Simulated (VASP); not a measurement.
Energy against volume of ZnS (zinc blende). These are PBE0 hybrid, VASP's PBE PAW potentials (set 64) (plane waves; VASP 6.6.1) values and carry that method's errors.

```csv
V (Å³/atom),E (eV/atom)
18.386,-4.43164
18.993,-4.45272
19.599,-4.46254
20.205,-4.46283
20.811,-4.45499
```

Q: Fit a third-order Birch-Murnaghan equation of state.

A: 
The volume per atom comes out as 19.92 Å³/atom and the bulk modulus is 760 kbar. The pressure derivative of the bulk modulus is 4.32 and the lattice constant a is 5.421 Å.

Measured: bulk modulus 77.1 GPa (computed value off by -1.5 %), as given by Cormac Toher et al., Physical Review Materials (2017), arXiv:1611.05714; a 5.410 Å (computed value off by +0.2 %), as given by Martin Albrecht et al., Physical review. B, Condensed matter (1997), arXiv:cond-mat/9706128. The calculation is for a static lattice, while the measured bulk modulus, a hold thermal and zero-point effects, which are part of the difference.

The compound is ZnS in the zinc blende structure. It was relaxed first. The cell's shape comes from a PBE relaxation.
